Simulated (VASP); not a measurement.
Set up this calculation in VASP 6.6.1, as the native input.

```yaml
Task: single point
Functional: r2SCAN
Potentials_or_basis: VASP PAW PBE potentials, release 64 (Na_pv)
Cutoff: 520 eV
k_mesh: 22 × 22 × 22
Occupations: methfessel-paxton, width 0.1 eV
Spin: no spin polarisation
Further_INCAR_settings: ALGO = Normal; EDIFF = 1e-07
```

The structure of Na lies in POSCAR:

```
Na
1.0
   -2.1150000000      2.1150000000      2.1150000000
    2.1150000000     -2.1150000000      2.1150000000
    2.1150000000      2.1150000000     -2.1150000000
Na
1
Direct
    0.0000000000      0.0000000000      0.0000000000
```

The cell was built by a generator and needn't be a form met in nature.

The input as run:

INCAR

```
SYSTEM = Na
ALGO     = Normal         ! electronic algorithm
EDIFF    = 1E-7           ! SCF threshold, eV
ENCUT    = 520            ! plane-wave cutoff, eV
ISIF     = 2              ! what is computed and relaxed
ISMEAR   = 1              ! smearing method
LASPH    = .True.         ! aspherical terms in the spheres
LCHARG   = .False.        ! write CHGCAR
LMIXTAU  = .True.       
LREAL    = .False.        ! projectors in reciprocal space
LWAVE    = .False.        ! write WAVECAR
METAGGA  = R2SCAN         ! meta-GGA
NELM     = 60             ! most SCF steps
PREC     = Accurate       ! precision mode
SIGMA    = 0.1            ! smearing width, eV
```

KPOINTS

```
k-points
0
Gamma
  22 22 22
  0 0 0
```

Potentials or basis: VASP PAW PBE potentials, release 64 (Na_pv).

Run with:

```sh
$ cat potpaw_PBE.64/Na_pv/POTCAR > POTCAR
$ mpirun -np 1 vasp_std > vasp.out
```

It gave:

The pressure is 0.1 GPa and the band gap on the k mesh is none (metal or under the smearing width).

Caveat: the PAW data sets were made with another functional, which shifts forces and pressure a little.

Wall time 8.4 min on 1 thread of AMD EPYC 7R13 Processor (Zen 3), on a shared host, peak memory 0.18 GiB.
